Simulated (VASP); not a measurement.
Here is the system:

```
CELL_PARAMETERS angstrom
      0.00000     2.49489     2.49489
      2.49489     0.00000     2.49489
      2.49489     2.49489     0.00000
ATOMIC_POSITIONS crystal
  Pb 0.00000 0.00000 0.00000
```

These are r2SCAN meta-GGA, VASP's PBE PAW potentials (set 64) (plane waves; VASP) values and carry that method's errors. Numerical set-up: 480 eV cut-off, 11×11×11 Γ-centred mesh, first-order Methfessel-Paxton smearing of 0.10 eV, potentials Pb_d.

Unless said otherwise, spin-orbit coupling is left out, though it shifts the bands of the heavy elements here.

Predict the energy per atom (σ→0), band gap (on the k-mesh) with the smallest direct gap where there is one.

```json
{
  "band gap (on the k-mesh)": "none (metal, semimetal or under 0.01 eV)",
  "energy per atom (σ→0)": "-56.284 eV/atom"
}
```

Only differences to runs with the same potentials and settings are physical.

The compound is Pb in the fcc structure. It was relaxed first. The start is the result of an earlier pass.
